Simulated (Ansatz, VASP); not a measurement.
## H5C4N (liquid pyrrole at 300 K) in two plane-wave programs

One calculation is typed for both programs; each brings its own data sets. How far apart do they land? The cell is taken from a series of runs on this material, whose earlier steps may have relaxed, scaled, displaced or heated it; both programs get it as it stands.

Calculated with Ansatz 0.2.0; plane waves, with VASP 6.6.1 beside it; single point at PBE with D3(BJ).

### Step 1. The starting structure

The cell holds 150 atoms: 60 C, 15 N and 75 H. Cell: a = 11.988 Å, b = 11.988 Å, c = 11.988 Å, α = 90.0°, β = 90.0°, γ = 90.0°. As first built, before any earlier steps moved the atoms (in the runner's words): 15 pyrrole placed at random, at 0.97 g/cm^3; overlaps pushed apart, then 10 ps at 450 K with MMFF94 bonds, angles, torsions, charges and radii (Halgren, J. Comput. Chem. 17, 490 (1996)) in harmonic and 12-6 forms. Snapshot after 20 ps at 300 K and fixed volume.

### Step 2. Ansatz: single point, PBE with D3(BJ)

Ansatz runs on its default PAW (the set named soft_2) files.

With cell and atoms fixed, the geometry can't cause a difference; cores, projectors, grids and the points listed under the comparison can.

Input file input.yaml:

```yaml
crystal:
  lattice:
    - [11.98793, 0.0, 0.0]
    - [0.0, 11.98793, 0.0]
    - [0.0, 0.0, 11.98793]
  atoms:
    - { symbol: C, position: [0.39554, 0.44714, 0.29836] }
    - { symbol: C, position: [0.34711, 0.5074, 0.21057] }
    - { symbol: C, position: [0.28293, 0.59063, 0.25257] }
    - { symbol: "N", position: [0.28134, 0.56974, 0.36788] }
    - { symbol: C, position: [0.35011, 0.48044, 0.39608] }
    - { symbol: H, position: [0.4443, 0.37426, 0.27972] }
    - { symbol: H, position: [0.36421, 0.49514, 0.11878] }
    - { symbol: H, position: [0.24014, 0.6602, 0.21912] }
    - { symbol: H, position: [0.23727, 0.61819, 0.42489] }
    - { symbol: H, position: [0.3565, 0.45209, 0.48193] }
    - { symbol: C, position: [0.63402, 0.12011, 0.84221] }
    - { symbol: C, position: [0.64963, 0.23959, 0.84906] }
    - { symbol: C, position: [0.764, 0.25618, 0.82007] }
    - { symbol: "N", position: [0.80945, 0.15976, 0.78458] }
    - { symbol: C, position: [0.73171, 0.07458, 0.80546] }
    - { symbol: H, position: [0.55987, 0.07826, 0.86799] }
    - { symbol: H, position: [0.58933, 0.29417, 0.87854] }
    - { symbol: H, position: [0.82152, 0.32491, 0.81868] }
    - { symbol: H, position: [0.89187, 0.15219, 0.75288] }
    - { symbol: H, position: [0.75134, 0.98922, 0.79209] }
    - { symbol: C, position: [0.97276, 0.96067, 0.6916] }
    - { symbol: C, position: [0.00531, 0.06832, 0.65857] }
    - { symbol: C, position: [0.06535, 0.11354, 0.74757] }
    - { symbol: "N", position: [0.07085, 0.0327, 0.83099] }
    - { symbol: C, position: [0.01892, 0.93568, 0.79389] }
    - { symbol: H, position: [0.92902, 0.90117, 0.63811] }
    - { symbol: H, position: [0.98284, 0.11769, 0.58311] }
    - { symbol: H, position: [0.11412, 0.19257, 0.75912] }
    - { symbol: H, position: [0.11339, 0.03386, 0.90424] }
    - { symbol: H, position: [0.02574, 0.86305, 0.84451] }
    - { symbol: C, position: [0.67873, 0.65368, 0.66452] }
    - { symbol: C, position: [0.66684, 0.75119, 0.72761] }
    - { symbol: C, position: [0.7136, 0.72926, 0.82927] }
    - { symbol: "N", position: [0.76178, 0.62561, 0.82696] }
    - { symbol: C, position: [0.74589, 0.57904, 0.72318] }
    - { symbol: H, position: [0.64294, 0.64274, 0.58342] }
    - { symbol: H, position: [0.61202, 0.82091, 0.70952] }
    - { symbol: H, position: [0.71952, 0.77183, 0.90557] }
    - { symbol: H, position: [0.80413, 0.58475, 0.885] }
    - { symbol: H, position: [0.77655, 0.50018, 0.69593] }
    - { symbol: C, position: [0.92726, 0.1374, 0.0553] }
    - { symbol: C, position: [0.04, 0.16155, 0.07283] }
    - { symbol: C, position: [0.05822, 0.2063, 0.17516] }
    - { symbol: "N", position: [0.95151, 0.21111, 0.22038] }
    - { symbol: C, position: [0.87256, 0.1764, 0.14437] }
    - { symbol: H, position: [0.89076, 0.1042, 0.9815] }
    - { symbol: H, position: [0.10712, 0.13801, 0.0169] }
    - { symbol: H, position: [0.13368, 0.22923, 0.22204] }
    - { symbol: H, position: [0.92534, 0.23274, 0.30234] }
    - { symbol: H, position: [0.7825, 0.17989, 0.16564] }
    - { symbol: C, position: [0.95951, 0.39994, 0.54583] }
    - { symbol: C, position: [0.95482, 0.46168, 0.44645] }
    - { symbol: C, position: [0.04273, 0.42741, 0.3814] }
    - { symbol: "N", position: [0.10206, 0.35703, 0.43978] }
    - { symbol: C, position: [0.0539, 0.33784, 0.54288] }
    - { symbol: H, position: [0.90096, 0.40352, 0.61108] }
    - { symbol: H, position: [0.87833, 0.50555, 0.4215] }
    - { symbol: H, position: [0.06907, 0.44333, 0.29716] }
    - { symbol: H, position: [0.1689, 0.31209, 0.41096] }
    - { symbol: H, position: [0.09091, 0.28897, 0.60683] }
    - { symbol: C, position: [0.31724, 0.82602, 0.5379] }
    - { symbol: C, position: [0.2115, 0.78943, 0.50736] }
    - { symbol: C, position: [0.18756, 0.69772, 0.57368] }
    - { symbol: "N", position: [0.28457, 0.6748, 0.64085] }
    - { symbol: C, position: [0.35911, 0.75131, 0.61877] }
    - { symbol: H, position: [0.35905, 0.89741, 0.49985] }
    - { symbol: H, position: [0.15778, 0.8267, 0.44282] }
    - { symbol: H, position: [0.11408, 0.64473, 0.58511] }
    - { symbol: H, position: [0.29442, 0.61255, 0.69835] }
    - { symbol: H, position: [0.44391, 0.75066, 0.64457] }
    - { symbol: C, position: [0.30546, 0.92457, 0.02088] }
    - { symbol: C, position: [0.34747, 0.01949, 0.97053] }
    - { symbol: C, position: [0.33584, 0.00431, 0.85587] }
    - { symbol: "N", position: [0.29466, 0.89714, 0.83831] }
    - { symbol: C, position: [0.27986, 0.84732, 0.94185] }
    - { symbol: H, position: [0.29907, 0.90546, 0.10777] }
    - { symbol: H, position: [0.38233, 0.09412, 0.00881] }
    - { symbol: H, position: [0.35805, 0.05943, 0.78695] }
    - { symbol: H, position: [0.28612, 0.86754, 0.76109] }
    - { symbol: H, position: [0.25156, 0.76394, 0.94556] }
    - { symbol: C, position: [0.78388, 0.51864, 0.19737] }
    - { symbol: C, position: [0.74481, 0.48094, 0.09558] }
    - { symbol: C, position: [0.63558, 0.51938, 0.08861] }
    - { symbol: "N", position: [0.61268, 0.57028, 0.18825] }
    - { symbol: C, position: [0.7008, 0.56504, 0.2609] }
    - { symbol: H, position: [0.87305, 0.51391, 0.2189] }
    - { symbol: H, position: [0.7964, 0.44099, 0.03087] }
    - { symbol: H, position: [0.57743, 0.51642, 0.02196] }
    - { symbol: H, position: [0.54375, 0.61191, 0.21166] }
    - { symbol: H, position: [0.69939, 0.61255, 0.3403] }
    - { symbol: C, position: [0.43513, 0.51182, 0.81603] }
    - { symbol: C, position: [0.40594, 0.42157, 0.74769] }
    - { symbol: C, position: [0.29344, 0.40772, 0.76954] }
    - { symbol: "N", position: [0.26421, 0.47339, 0.85888] }
    - { symbol: C, position: [0.35334, 0.53686, 0.88792] }
    - { symbol: H, position: [0.52161, 0.54027, 0.81187] }
    - { symbol: H, position: [0.45455, 0.37473, 0.69116] }
    - { symbol: H, position: [0.23662, 0.35123, 0.73273] }
    - { symbol: H, position: [0.1916, 0.4651, 0.89563] }
    - { symbol: H, position: [0.35688, 0.59205, 0.95828] }
    - { symbol: C, position: [0.54949, 0.82724, 0.11792] }
    - { symbol: C, position: [0.50003, 0.80126, 0.22118] }
    - { symbol: C, position: [0.57388, 0.8258, 0.30649] }
    - { symbol: "N", position: [0.67142, 0.85565, 0.2581] }
    - { symbol: C, position: [0.65527, 0.87258, 0.14384] }
    - { symbol: H, position: [0.50734, 0.82462, 0.04059] }
    - { symbol: H, position: [0.41406, 0.78028, 0.22834] }
    - { symbol: H, position: [0.5694, 0.83615, 0.3932] }
    - { symbol: H, position: [0.74248, 0.86823, 0.29468] }
    - { symbol: H, position: [0.71755, 0.90972, 0.09022] }
    - { symbol: C, position: [0.91258, 0.81359, 0.3905] }
    - { symbol: C, position: [0.98963, 0.77517, 0.3086] }
    - { symbol: C, position: [0.02427, 0.8578, 0.23512] }
    - { symbol: "N", position: [0.96367, 0.95052, 0.27344] }
    - { symbol: C, position: [0.89991, 0.92201, 0.36171] }
    - { symbol: H, position: [0.88315, 0.76768, 0.46293] }
    - { symbol: H, position: [0.02583, 0.69412, 0.29986] }
    - { symbol: H, position: [0.07778, 0.8636, 0.16602] }
    - { symbol: H, position: [0.96246, 0.02829, 0.23657] }
    - { symbol: H, position: [0.85329, 0.98407, 0.4089] }
    - { symbol: C, position: [0.67509, 0.14334, 0.39191] }
    - { symbol: C, position: [0.68256, 0.26044, 0.39196] }
    - { symbol: C, position: [0.67187, 0.29265, 0.50555] }
    - { symbol: "N", position: [0.65937, 0.19723, 0.56778] }
    - { symbol: C, position: [0.65749, 0.10506, 0.49632] }
    - { symbol: H, position: [0.65957, 0.08805, 0.32135] }
    - { symbol: H, position: [0.68422, 0.31614, 0.31912] }
    - { symbol: H, position: [0.66869, 0.37014, 0.55678] }
    - { symbol: H, position: [0.64569, 0.18808, 0.651] }
    - { symbol: H, position: [0.63867, 0.02275, 0.53439] }
    - { symbol: C, position: [0.01037, 0.51716, 0.86104] }
    - { symbol: C, position: [0.04832, 0.60507, 0.9355] }
    - { symbol: C, position: [0.06089, 0.55516, 0.03699] }
    - { symbol: "N", position: [0.04564, 0.44378, 0.02965] }
    - { symbol: C, position: [0.01748, 0.41572, 0.92239] }
    - { symbol: H, position: [0.99011, 0.51527, 0.77174] }
    - { symbol: H, position: [0.05105, 0.69298, 0.90999] }
    - { symbol: H, position: [0.0712, 0.59226, 0.11337] }
    - { symbol: H, position: [0.0451, 0.38783, 0.09107] }
    - { symbol: H, position: [0.00825, 0.32895, 0.89168] }
    - { symbol: C, position: [0.22349, 0.11652, 0.4182] }
    - { symbol: C, position: [0.26987, 0.06537, 0.31921] }
    - { symbol: C, position: [0.37396, 0.10327, 0.30054] }
    - { symbol: "N", position: [0.3999, 0.16339, 0.39507] }
    - { symbol: C, position: [0.31016, 0.16707, 0.46916] }
    - { symbol: H, position: [0.13852, 0.10676, 0.45103] }
    - { symbol: H, position: [0.22582, 0.01065, 0.25768] }
    - { symbol: H, position: [0.43587, 0.08493, 0.23799] }
    - { symbol: H, position: [0.47853, 0.19338, 0.41029] }
    - { symbol: H, position: [0.32751, 0.2059, 0.54751] }
kpoints:
  mp_grid: { grid: [1, 1, 1] }
hamiltonian:
  xc: pbe
  dispersion: d3bj
scf:
  occupations: { method: gaussian, width: 0.05 }
output:
  forces: true
  stress: true
  populations: true
  dos:
    method: { smearing: { sigma: 0.15 } }
    de: 0.1
    projected: { site_lists: { C: [C], H: [H], "N": ["N"] } }
  eigenvalues: true
  write_density: true
  write_potential: true
  volumetric_format: npy
  elf: true
```

Started as:

```sh
ansatz run input.yaml --threads 8 --pin off --max-ram 15872MiB --backend cpu --events-out ev --progress --plain --runs-dir out
```

Numbers of over 12 decimals in the logs are rounded to 6 here.

Log:

```text
Engine: ansatz 0.2.0, aarch64-unknown-linux-gnu
Pseudopotentials: kind: paw
Pseudopotential: C, paw, valence charge 4, recommended cutoff 420 eV (normal), C.paw.azcp
Pseudopotential: N, paw, valence charge 5, recommended cutoff 420 eV (normal), N.paw.azcp
Pseudopotential: H, paw, valence charge 1, recommended cutoff 420 eV (normal), H.paw.azcp
Functional definition: PBE
  parameter kappa = 0.804
  parameter beta = 0.066725
  exchange = pbe_x(kappa = kappa, mu = beta*pi^2/3)
  correlation = pbe_c(beta = beta)
Crystal: 150 atoms, lattice volume = 1722.791 Å³
Basis set: ecut = 420 eV, 33641 PW (Γ), exchange–correlation on 162×162×162 points (8 copies of the dense FFT grid, shifted against one another)
Bands: 345, of which v1, the nominal top of the filled ones, is band 195 counted from 1 (194 counted from 0)
Symmetry: 1 space group operations
Space group: P1 (ITA 1), of the structure as read, at distance tolerance 1.2e-4 Å
k-points: 1
Non-local potential: C, projectors of the file, l = 0: 2, l = 1: 2, l = 2: 1
Non-local potential: N, projectors of the file, l = 0: 2, l = 1: 2, l = 2: 1
Non-local potential: H, projectors of the file, l = 0: 2, l = 1: 1
PAW form: soft (Blöchl's): semilocal exchange-correlation on the pseudo side does not see the compensation charge
PAW one-centre angular grid: C, 110 points (default); XC on 64 Gauss nodes
PAW one-centre angular grid: N, 110 points (default); XC on 64 Gauss nodes
PAW one-centre angular grid: H, 110 points (default); XC on 64 Gauss nodes
Initial density: superposition of atomic densities (neutral atoms: chi_scale 0, normalization atom), corrected by the library's trained network
Initial wavefunctions: pseudopotential atomic-orbital guess
Functional: x = pbe(κ = 0.804, μ = 0.219515), c = pbe(β = 0.066725)
SCF iter   1: F=—  HF=-22014.841705 eV  |F-HF|=—  |Δ(HF+E_count)|=         —  Δρ=7.84e-3  dr2=1.48e0  ethr=1.77e-3  ⟨swp⟩=6.0  Hψ=1586  notcnv=0  defer=50
preconditioner: auto → Resta (q_TF=auto, 2.130 Å⁻¹)  ε∞=2.3  [insulator: Δε(μ)=4.271 eV  Ē_g=15.330 eV  σ=0.050 eV  W_gap=1.00  n_scr=256 (ndim 8)  ℏωp=17.7 eV  f_vac=0.223  D(μ)=0.00/eV (n_scr^D=0)  ε∞_Penn≈2.3]
SCF iter   2: F=—  HF=-22014.517714 eV  |F-HF|=—  |Δ(HF+E_count)|=   3.24e-1  Δρ=3.70e-3  dr2=2.43e-1  ethr=3.79e-4  ⟨swp⟩=3.0  Hψ=600  notcnv=0  defer=142
SCF iter   3: F=—  HF=-22014.509166 eV  |F-HF|=—  |Δ(HF+E_count)|=   8.55e-3  Δρ=1.68e-3  dr2=6.05e-2  ethr=6.22e-5  ⟨swp⟩=2.0  Hψ=394  notcnv=0  defer=142
SCF iter   4: F=—  HF=-22014.509754 eV  |F-HF|=—  |Δ(HF+E_count)|=   5.88e-4  Δρ=5.00e-4  dr2=7.52e-3  ethr=1.55e-5  ⟨swp⟩=2.0  Hψ=400  notcnv=0  defer=142
SCF iter   5: F=—  HF=-22014.511057 eV  |F-HF|=—  |Δ(HF+E_count)|=   1.30e-3  Δρ=1.82e-4  dr2=6.77e-4  ethr=1.93e-6  ⟨swp⟩=3.0  Hψ=596  notcnv=0  defer=142
SCF iter   6: F=—  HF=-22014.511247 eV  |F-HF|=—  |Δ(HF+E_count)|=   1.90e-4  Δρ=9.91e-5  dr2=2.26e-4  ethr=1.74e-7  ⟨swp⟩=2.0  Hψ=395  notcnv=0  defer=142
SCF iter   7: F=—  HF=-22014.511239 eV  |F-HF|=—  |Δ(HF+E_count)|=   7.75e-6  Δρ=2.12e-5  dr2=9.27e-6  ethr=5.78e-8  ⟨swp⟩=2.0  Hψ=395  notcnv=0  defer=142
SCF iter   8: F=—  HF=-22014.513745 eV  |F-HF|=—  |Δ(HF+E_count)|=   2.51e-3  Δρ=1.01e-5  dr2=2.18e-6  ethr=2.38e-9  ⟨swp⟩=2.0  Hψ=395  notcnv=0  defer=142
SCF iter   9: F=—  HF=-22014.513745 eV  |F-HF|=—  |Δ(HF+E_count)|=   2.80e-7  Δρ=2.57e-6  dr2=1.48e-7  ethr=5.58e-10  ⟨swp⟩=2.0  Hψ=393  notcnv=0  defer=142
SCF iter  10: F=-22014.513745 eV  HF=-22014.513745 eV  |F-HF|=7.90e-9  |Δ(HF+E_count)|=   7.36e-8  Δρ=1.07e-6  dr2=2.56e-8  ethr=2.56e-11  ⟨swp⟩=19.0  Hψ=2987  notcnv=0
SCF 1 converged in 10 iterations: F = -22014.513745 eV  dr2 = 2.56e-8
  greatest PAW one-centre occupation: 0.801 electrons in one spin orbital (limit 2), on the N atom at site 53 (counted from 0), in its partial waves of l = 0
[...]
atom 119  H      0.01313538    -0.61222924     0.27501739
  atom 120  H     -0.00592518     0.22809010    -0.28436404
  atom 121  C     -0.64793855    -0.91445559    -1.88808365
  atom 122  C     -0.28233962     1.33431223     0.99961001
  atom 123  C     -0.01798551     0.21135812     0.46660966
  atom 124  N     -0.23572932    -1.08600117    -1.24071527
  atom 125  C     -0.11599398    -0.23665070     2.89466187
  atom 126  H      0.46876082     0.21462385    -0.22124200
  atom 127  H      0.20379904    -0.17513361     0.44228259
  atom 128  H      0.19763050    -0.36382012    -1.08927242
  atom 129  H      0.09586873     0.41499117     0.22135301
  atom 130  H      0.30616829     0.59288793    -0.61617360
  atom 131  C      0.78106443    -1.30342376     0.52910804
  atom 132  C     -1.49078119    -0.37045273    -1.94246366
  atom 133  C      0.09433394     0.05791538    -0.53353692
  atom 134  N     -0.23990600    -0.33561250    -1.20196388
  atom 135  C     -0.56796835     0.73412749    -1.30044128
  atom 136  H      0.26276151     0.45117707     0.33979213
  atom 137  H      0.09877144    -0.38933701     0.52935871
  atom 138  H      0.55719678     0.99373353     2.17225269
  atom 139  H      0.17693554    -0.57862878     0.86025942
  atom 140  H     -0.05172674     0.70155944     0.59547775
  atom 141  C     -1.05524550    -1.77486777    -0.48643902
  atom 142  C     -2.95008875    -0.82637376    -1.65229919
  atom 143  C      1.01061102     0.34354703     1.47455824
  atom 144  N      0.79166012     0.34210768     0.37824072
  atom 145  C      2.26175972     1.01075067    -0.78795574
  atom 146  H      0.48868385    -0.17865465    -0.12971207
  atom 147  H      0.17754935     0.68584460     0.80325567
  atom 148  H      0.08835364    -0.05028733    -0.17227554
  atom 149  H     -0.31885809    -0.04048589     0.06748505
  atom 150  H     -0.39443081     0.36089461     0.58285196
  max |Σ_I F_I| component: 4.47e-5 eV/Å
--- Stress (GPa, compression-positive) ---
        2.034034      -0.220235       0.141478
       -0.220235       1.601894       0.873276
        0.141477       0.873276       1.107672
  P = ⅓ Tr σ = 1.5812 GPa (15.812 kbar)
--- Band table (eV) ---
  k-point 0: bands = [... 191 lower, -0.3079, -0.2833, -0.0687, 0.1411, 3.8257, 3.9291, 3.9638, 4.1167, ... 146 higher]
--- Löwdin populations: 150 sites ---
  site symbol       q [e]
     0      C      4.2002
     1      C      4.1933
     2      C      4.1224
     3      N      5.1763
     4      C      4.0963
     5      H      0.8000
     6      H      0.8304
     7      H      0.7997
     8      H      0.6903
     9      H      0.7936
    10      C      4.2110
    11      C      4.2493
    12      C      4.0985
    13      N      5.1653
    14      C      4.1259
    15      H      0.7905
    16      H      0.7758
    17      H      0.8122
    18      H      0.6892
    19      H      0.7870
    20      C      4.1823
    21      C      4.1957
    22      C      4.1161
    23      N      5.1629
[...]
142      C      4.0872
   143      N      5.1722
   144      C      4.1062
   145      H      0.8063
   146      H      0.8259
   147      H      0.7814
   148      H      0.6746
   149      H      0.7936
  spilling = 0.013040 (of n_electrons = 390.000000)
```

Reading the cycles: dr2 is the Hartree energy of the density residual (eV), the measure of convergence; HF is the Harris–Foulkes estimate of the energy, which meets the free energy F at convergence.

[end of part 1 of 2]

[Lines on the potential files, build, host, timing and source positions are cut from VASP's logs without a mark.]

[Logs are printed without paths, hosts, clocks, repeated set-up lines and the standing remarks that a program may print on its own settings, such as how far it seeks lower states.]

[Hosts, paths, dates, database ids (printed as entryN), source tags and the programs' standing remarks are cut or masked in the printed files.]

[The MMFF94 radii named for the starting cell were scaled by 0.96; in molecules described by MMFF94, hydrogen bound to N, O or S took a small fixed 12-6 site in their place.]
